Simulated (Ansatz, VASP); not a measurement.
# KTaO3 in two plane-wave programs, part 2 of 3

Wanted: the spread between two codes on one cell, functional and k mesh. The cell is taken from a series of runs on this material, whose earlier steps may have relaxed, scaled, displaced or heated it; both programs get it as it stands.

VASP 6.6.1 and Ansatz 0.2.0.

So far: The structure; Ansatz: zone-centre phonons, LDA.

## (3) VASP: zone-centre phonons, LDA

Level of this step: LDA; plane waves and PAW (O, K_sv, Ta_pv) (VASP).

The same cell, functional (in two slightly different forms) and mesh now go to VASP, with its own data sets.

Lines of VASP's logs that name or quote its potential files are left out, and so is its time.

INCAR

```
SYSTEM = KTaO3
PREC = Accurate
ENCUT = 600
EDIFF = 1E-08
NELM = 120
ISMEAR = 0
SIGMA = 0.01
LREAL = .FALSE.
ALGO = Normal
GGA = CA
NBANDS = 25
LASPH = .TRUE.
LORBIT = 11
LWAVE = .FALSE.
LCHARG = .FALSE.
ISIF = 2
IBRION = 8
LEPSILON = .TRUE.
GGA_COMPAT = .FALSE.
EFERMI = MIDGAP
KPAR = 2
```

POSCAR

```
KTaO3
1.0
    3.9248364359      0.0000000000      0.0000000000
    0.0000000000      3.9248364359      0.0000000000
    0.0000000000      0.0000000000      3.9248364359
O K Ta
3 1 1
Direct
    0.5000000000      0.0000000000      0.0000000000
    0.0000000000      0.5000000000      0.0000000000
    0.0000000000      0.0000000000      0.5000000000
    0.5000000000      0.5000000000      0.5000000000
    0.0000000000      0.0000000000      0.0000000000
```

KPOINTS

```
Automatic mesh
0
Gamma
8 8 8
0 0 0
```

Potentials, in the order of the species: O, K_sv and Ta_pv (LDA family, release 64).

Run with:

```bash
$ mpirun -np 2 vasp_std
```

Output:

```text
[banner, memory and clock lines left out]
running    2 mpi-ranks, on    1 nodes
 distrk:  each k-point on    1 cores,    2 groups
 distr:  one band on    1 cores,    1 groups

 POSCAR found type information on POSCAR O K Ta
 POSCAR found :  3 types and       5 ions
 LDA part: xc-table for (Slater(with rela. corr.)+CA(PZ))
 , standard interpolation
 POSCAR, INCAR and KPOINTS ok, starting setup
 FFT: planning ... GRIDC
 FFT: planning ... GRID_SOFT
 FFT: planning ... GRID
 WAVECAR not read
 entering main loop
       N       E                     dE             d eps       ncg     rms          rms(c)
DAV:   1     0.365869206005E+03    0.36587E+03   -0.22698E+04  1750   0.171E+03
DAV:   2    -0.310413691351E+02   -0.39691E+03   -0.38670E+03  2048   0.467E+02
DAV:   3    -0.524785899567E+02   -0.21437E+02   -0.21361E+02  2385   0.105E+02
DAV:   4    -0.531979945338E+02   -0.71940E+00   -0.71857E+00  3012   0.134E+01
DAV:   5    -0.532019221217E+02   -0.39276E-02   -0.39272E-02  2352   0.956E-01    0.372E+01
DAV:   6    -0.453482698076E+02    0.78537E+01   -0.37635E+01  2204   0.430E+01    0.150E+01
DAV:   7    -0.451322505920E+02    0.21602E+00   -0.19866E+00  2294   0.942E+00    0.985E+00
DAV:   8    -0.450443974381E+02    0.87853E-01   -0.31796E-01  2266   0.480E+00    0.187E+00
DAV:   9    -0.450358374792E+02    0.85600E-02   -0.27956E-02  2295   0.129E+00    0.219E-01
DAV:  10    -0.450349711415E+02    0.86634E-03   -0.68569E-03  2472   0.586E-01    0.919E-02
DAV:  11    -0.450349357113E+02    0.35430E-04   -0.50442E-04  2397   0.163E-01    0.307E-02
DAV:  12    -0.450349366527E+02   -0.94142E-06   -0.31360E-05  2725   0.405E-02    0.816E-03
DAV:  13    -0.450349360913E+02    0.56137E-06   -0.29749E-06  2247   0.123E-02    0.445E-03
DAV:  14    -0.450349360544E+02    0.36966E-07   -0.20465E-07  2567   0.355E-03    0.971E-04
DAV:  15    -0.450349360535E+02    0.86948E-09   -0.29507E-08  1959   0.115E-03
   1 F= -.45034936E+02 E0= -.45034936E+02  d E =0.000000E+00
 Linear response reoptimize wavefunctions to high precision
DAV:   1    -0.450349360536E+02   -0.68667E-10   -0.28901E-09  1701   0.419E-04
DAV:   2    -0.450349360536E+02   -0.11369E-10   -0.35433E-10  1579   0.142E-04
 Linear response G [H, r] |phi>, progress :
  Direction:   1
       N       E                     dE             d eps       ncg     rms
RMM:   1    -0.135818783934E+03   -0.13582E+03    0.71830E+02  3036   0.196E+02
RMM:   2    -0.128968593496E+03    0.68502E+01   -0.30881E+01  2953   0.354E+01
RMM:   3    -0.129440861950E+03   -0.47227E+00   -0.40615E+00  3468   0.765E+00
RMM:   4    -0.129526195179E+03   -0.85333E-01   -0.68095E-01  3848   0.254E+00
RMM:   5    -0.129551542302E+03   -0.25347E-01   -0.15631E-01  3996   0.113E+00
RMM:   6    -0.129560777971E+03   -0.92357E-02   -0.45668E-02  4113   0.565E-01
RMM:   7    -0.129563013298E+03   -0.22353E-02   -0.84507E-03  4241   0.312E-01
RMM:   8    -0.129563831935E+03   -0.81864E-03   -0.22696E-02  4286   0.186E-01
RMM:   9    -0.129564212916E+03   -0.38098E-03    0.86163E-02  4239   0.121E-01
RMM:  10    -0.129564662899E+03   -0.44998E-03    0.88813E-03  4179   0.849E-02
RMM:  11    -0.129564707375E+03   -0.44476E-04    0.80298E-03  4092   0.627E-02
RMM:  12    -0.129564715340E+03   -0.79651E-05   -0.64512E-03  4021   0.496E-02
RMM:  13    -0.129564719088E+03   -0.37474E-05    0.74914E-03  3989   0.410E-02
RMM:  14    -0.129564690865E+03    0.28222E-04   -0.32593E-05  3974   0.359E-02
RMM:  15    -0.129565075760E+03   -0.38489E-03   -0.46567E-03  3979   0.326E-02
RMM:  16    -0.129565127826E+03   -0.52067E-04   -0.66919E-04  3999   0.305E-02
RMM:  17    -0.129565124658E+03    0.31684E-05   -0.33837E-03  4004   0.292E-02
RMM:  18    -0.129565131862E+03   -0.72040E-05   -0.72322E-03  4014   0.283E-02
RMM:  19    -0.129565015993E+03    0.11587E-03   -0.23993E-03  4025   0.278E-02
 Linear response G [H, r] |phi>, progress :
  Direction:   2
       N       E                     dE             d eps       ncg     rms
RMM:   1    -0.149401628979E+03   -0.14940E+03    0.55606E+02  2978   0.195E+02
RMM:   2    -0.148435353227E+03    0.96628E+00   -0.35749E+01  2858   0.379E+01
RMM:   3    -0.149006498728E+03   -0.57115E+00   -0.56308E+00  3540   0.915E+00
RMM:   4    -0.149130951256E+03   -0.12445E+00   -0.94166E-01  3940   0.304E+00
RMM:   5    -0.149165757398E+03   -0.34806E-01   -0.21978E-01  4098   0.136E+00
RMM:   6    -0.149176032521E+03   -0.10275E-01   -0.61503E-02  4150   0.671E-01
RMM:   7    -0.149179342629E+03   -0.33101E-02   -0.21636E-02  4269   0.374E-01
RMM:   8    -0.149180373300E+03   -0.10307E-02   -0.37994E-02  4307   0.223E-01
RMM:   9    -0.149180667201E+03   -0.29390E-03   -0.88119E-03  4269   0.147E-01
RMM:  10    -0.149180694200E+03   -0.26999E-04   -0.13969E-02  4239   0.103E-01
RMM:  11    -0.149180623790E+03    0.70410E-04    0.11727E-03  4139   0.774E-02
RMM:  12    -0.149180709737E+03   -0.85947E-04   -0.49376E-04  4095   0.612E-02
[...]
RMM:   2    -0.360628277498E+00    0.51903E-02   -0.10405E-02 10530   0.469E-01    0.123E-01
RMM:   3    -0.361835692704E+00   -0.12074E-02   -0.18660E-03 10437   0.159E-01    0.602E-02
RMM:   4    -0.363321544408E+00   -0.14859E-02   -0.59967E-04 10473   0.109E-01    0.148E-02
RMM:   5    -0.363387057148E+00   -0.65513E-04   -0.75616E-05 12171   0.318E-02    0.401E-03
RMM:   6    -0.363395895735E+00   -0.88386E-05   -0.13890E-05 13675   0.105E-02    0.259E-03
RMM:   7    -0.363388209699E+00    0.76860E-05   -0.35500E-06 12809   0.532E-03    0.625E-04
RMM:   8    -0.363393140331E+00   -0.49306E-05   -0.96291E-07 14010   0.281E-03    0.308E-04
RMM:   9    -0.363393712668E+00   -0.57234E-06   -0.64927E-07 14055   0.169E-03    0.166E-04
RMM:  10    -0.363393281439E+00    0.43123E-06   -0.50804E-07 14291   0.121E-03    0.764E-05
RMM:  11    -0.363393025447E+00    0.25599E-06   -0.86502E-07 14327   0.974E-04    0.569E-05
RMM:  12    -0.363393102328E+00   -0.76881E-07   -0.72492E-07 14509   0.839E-04    0.277E-05
RMM:  13    -0.363393102441E+00   -0.11301E-09   -0.32360E-07 14451   0.754E-04    0.962E-06
RMM:  14    -0.363393121512E+00   -0.19070E-07   -0.86805E-07 14449   0.703E-04    0.929E-06
RMM:  15    -0.363393154123E+00   -0.32611E-07   -0.49944E-07 14319   0.670E-04    0.262E-06
[...]
RMM:  19    -0.363393146373E+00    0.85209E-08   -0.41825E-07 13692   0.618E-04    0.686E-06
RMM:  20    -0.363393155961E+00   -0.95875E-08   -0.63934E-07 13724   0.614E-04    0.305E-06
RMM:  21    -0.363393151639E+00    0.43216E-08   -0.44002E-07 13511   0.612E-04    0.472E-06
RMM:  22    -0.363393154247E+00   -0.26080E-08   -0.54778E-07 13634   0.609E-04    0.485E-06
RMM:  23    -0.363393162480E+00   -0.82329E-08   -0.35993E-07 13994   0.609E-04    0.329E-06
RMM:  24    -0.363393161662E+00    0.81767E-09   -0.60268E-07 13638   0.607E-04    0.327E-06
RMM:  25    -0.363393162279E+00   -0.61688E-09   -0.41664E-07 13745   0.607E-04    0.329E-06
RMM:  26    -0.363393163536E+00   -0.12570E-08   -0.67754E-07 13842   0.606E-04    0.296E-06
 first order change of Fermi-energy  -0.24064E-04
 force on displaced ion       1 direction 2 :   0.000  -4.087   0.000
 Born effective charge ion    1 direction 2 :   0.000  -1.706   0.000
 Linear response progress:
  Degree of freedom:   3/  4
       N       E                     dE             d eps       ncg     rms          rms(c)
RMM:   1    -0.305470203182E+00   -0.30547E+00    0.18613E-01  6322   0.293E+00
RMM:   2    -0.305388906581E+00    0.81297E-04   -0.40159E-02  6553   0.763E-01    0.534E-02
RMM:   3    -0.306333295293E+00   -0.94439E-03   -0.64273E-03  7084   0.254E-01    0.264E-02
RMM:   4    -0.306634017832E+00   -0.30072E-03   -0.10245E-03  7754   0.791E-02    0.245E-02
RMM:   5    -0.306655745011E+00   -0.21727E-04   -0.26121E-04  7671   0.382E-02    0.134E-02
RMM:   6    -0.306644174256E+00    0.11571E-04   -0.58024E-05  7861   0.199E-02    0.128E-03
RMM:   7    -0.306649635662E+00   -0.54614E-05   -0.19054E-05  8067   0.961E-03    0.125E-03
RMM:   8    -0.306646748500E+00    0.28872E-05   -0.53825E-06  8317   0.477E-03    0.999E-04
RMM:   9    -0.306644310277E+00    0.24382E-05   -0.36520E-06  8303   0.277E-03    0.903E-04
RMM:  10    -0.306634024904E+00    0.10285E-04   -0.89435E-07  7752   0.210E-03    0.105E-03
RMM:  11    -0.306638417571E+00   -0.43927E-05   -0.11887E-06  7683   0.148E-03    0.190E-04
RMM:  12    -0.306637296112E+00    0.11215E-05   -0.18233E-07  8310   0.105E-03    0.474E-05
RMM:  13    -0.306637112923E+00    0.18319E-06   -0.84799E-07  8611   0.858E-04    0.570E-05
RMM:  14    -0.306637096999E+00    0.15924E-07   -0.38410E-07  8491   0.753E-04    0.828E-05
[...]
RMM:  53    -0.306636511918E+00   -0.16078E-09   -0.61383E-07  8841   0.611E-04    0.245E-07
RMM:  54    -0.306636511946E+00   -0.27705E-10   -0.56785E-07  8857   0.611E-04    0.523E-07
RMM:  55    -0.306636511993E+00   -0.46771E-10   -0.67800E-07  8842   0.611E-04    0.294E-07
RMM:  56    -0.306636511970E+00    0.22638E-10   -0.51357E-07  8857   0.611E-04    0.333E-07
RMM:  57    -0.306636512152E+00   -0.18153E-09   -0.66654E-07  8855   0.611E-04    0.319E-07
RMM:  58    -0.306636512059E+00    0.93320E-10   -0.51150E-07  8854   0.611E-04    0.246E-07
RMM:  59    -0.306636512017E+00    0.41134E-10   -0.64807E-07  8852   0.611E-04    0.276E-07
RMM:  60    -0.306636512179E+00   -0.16135E-09   -0.52435E-07  8864   0.611E-04    0.283E-07
 first order change of Fermi-energy  -0.16816E-03
 force on displaced ion       4 direction 1 :  -4.410  -0.000  -0.000
 Born effective charge ion    4 direction 1 :   1.155   0.000   0.000
 Linear response progress:
  Degree of freedom:   4/  4
       N       E                     dE             d eps       ncg     rms          rms(c)
RMM:   1    -0.189081407180E+00   -0.18908E+00    0.76525E+00  4513   0.157E+01
RMM:   2    -0.212012734840E+00   -0.22931E-01   -0.35055E-02  5885   0.117E+00    0.156E-01
RMM:   3    -0.210786144094E+00    0.12266E-02   -0.15675E-03  6503   0.196E-01    0.839E-02
RMM:   4    -0.209873233199E+00    0.91291E-03   -0.28857E-04  7068   0.882E-02    0.262E-02
RMM:   5    -0.209653277499E+00    0.21996E-03   -0.37522E-05  7639   0.264E-02    0.570E-03
RMM:   6    -0.209633055907E+00    0.20222E-04   -0.75835E-06  7959   0.882E-03    0.217E-03
RMM:   7    -0.209628660570E+00    0.43953E-05   -0.21836E-06  7909   0.374E-03    0.708E-04
RMM:   8    -0.209628938001E+00   -0.27743E-06   -0.29449E-06  8295   0.193E-03    0.312E-04
RMM:   9    -0.209629769129E+00   -0.83113E-06    0.12125E-06  8301   0.126E-03    0.838E-05
RMM:  10    -0.209629964030E+00   -0.19490E-06   -0.20402E-06  8379   0.905E-04    0.295E-05
RMM:  12    -0.209630018950E+00   -0.18864E-07   -0.98167E-07  8784   0.604E-04    0.146E-05
RMM:  13    -0.209630018897E+00    0.53408E-10    0.57903E-08  8773   0.537E-04    0.675E-06
 first order change of Fermi-energy   0.31816E-03
 force on displaced ion       5 direction 1 :  -5.519  -0.000   0.000
 Born effective charge ion    5 direction 1 :   8.766   0.000   0.000
 Born effective charges drift removed
 Linear response finished
```

[end of part 2 of 3]

[Lines on the potential files, build, host, timing and source positions are cut from VASP's logs without a mark.]

[Logs are printed without paths, hosts, clocks, repeated set-up lines and the standing remarks that a program may print on its own settings, such as how far it seeks lower states.]

[Hosts, paths, dates, database ids (printed as entryN), source tags and the programs' standing remarks are cut or masked in the printed files.]
